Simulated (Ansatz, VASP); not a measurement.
# One calculation of Be2Cd2S, two programs

```
CELL_PARAMETERS angstrom
3.44799 0.00000 0.00000
-1.72400 2.98605 0.00000
0.00000 0.00000 8.45117
ATOMIC_POSITIONS crystal
Be 0.00000 0.00000 0.24849
Be 0.00000 0.00000 0.75151
Cd 0.66667 0.33333 0.31739
Cd 0.66667 0.33333 0.68261
S 0.00000 0.00000 0.00000
```

Alike in both runs: task single point; functional PBE; k mesh 6 × 6 × 2; occupations gaussian, width 0.1 eV; no spin polarisation.

|  | VASP | Ansatz |
| --- | --- | --- |
| version | VASP 6.6.1 | Ansatz 0.2.0 |
| potentials or method | VASP PAW PBE potentials, release 64 (Be, Cd, S) | scalar-relativistic, plane waves, PAW |
| plane-wave cutoff (eV) | 520 | 420 |
| valence electrons in the cell | 34 | 50 |

|  | VASP | Ansatz | Ansatz less VASP |
| --- | --- | --- | --- |
| gap on the k mesh at the Fermi level (eV) | none | none | - |
| pressure (GPa) | 19.3 | 18.9 | -0.41 |
| largest component of the traceless stress (GPa) | 23.90 | 23.67 | -0.233 |
| rms of the force components (eV/Å) | 1.664 | 1.643 | -0.0212 |

Atom by atom the forces differ by 0.022 eV/Å (rms over components). A gap of «none» marks a metal or a gap that the smearing closes. The two sets of potentials don't hold the same shells in valence.

Caveats: the k mesh is coarse (spacing up to 0.37 Å⁻¹), so the values aren't converged; so large a pressure means that the cell lies far from this level's equilibrium, or that cutoff or potentials fall short (VASP); forces of over 1 eV/Å show positions far from the minimum, so gaps and moduli don't describe the material at rest.
